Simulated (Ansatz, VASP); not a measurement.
**Fitting the PBE energy curve of SiF**

```yaml
crystal:
  lattice:
    - [3.02860, 0.00000, 0.00000]
    - [0.00000, 3.02860, 0.00000]
    - [0.00000, 0.00000, 3.02860]
  atoms:
    - { symbol: Si, position: [0.50000, 0.50000, 0.50000] }
    - { symbol: F, position: [0.00000, 0.00000, 0.00000] }
```

The cell comes from a database or a generator and needn't be the stable form of this composition.

The cell was scaled at fixed shape and fractions and run with Ansatz, Ansatz PAW (earlier soft set), cutoff 420 eV; PBE, k mesh 9 × 9 × 9 on the cell of 2 atoms, fermi-dirac occupations of 0.05 eV, no spin polarisation, no spin-orbit coupling. Energies are those that the program minimises, any entropy of the smearing included. For a metal such a mesh isn't converged to the digits shown.

| V (Å³/atom) | energy over the lowest row (meV/atom) |
| --- | --- |
| 13.0564 | 13.796 |
| 13.3342 | 6.138 |
| 13.6120 | 1.618 |
| 13.8898 | 0.000 |
| 14.1676 | 0.947 |
| 14.4454 | ? |
| 14.7232 | 9.503 |

Fit the third-order Birch-Murnaghan form, give V0, B0 and B′, and predict the energy left open.

With y = (V0/V)^(2/3), E = E0 + (9 V0 B0/16) [(y - 1)³ B′ + (y - 1)² (6 - 4y)]. Least squares through the rows shown give V0 = 13.9225 Å³/atom, E0 = -0.016 meV, B0 = 73.23 GPa (1 eV/Å³ = 160.218 GPa) and B′ = 4.38, with a largest miss of 0.016 meV. At V = 14.4454 the form with these constants gives 4.185 meV; the run gave 4.208 meV an atom. Other set-ups at this level, from all their volumes (Å³/atom, GPa): VASP, PBE PAW files F, Si, 520 eV: V0 13.928, B0 73.25.
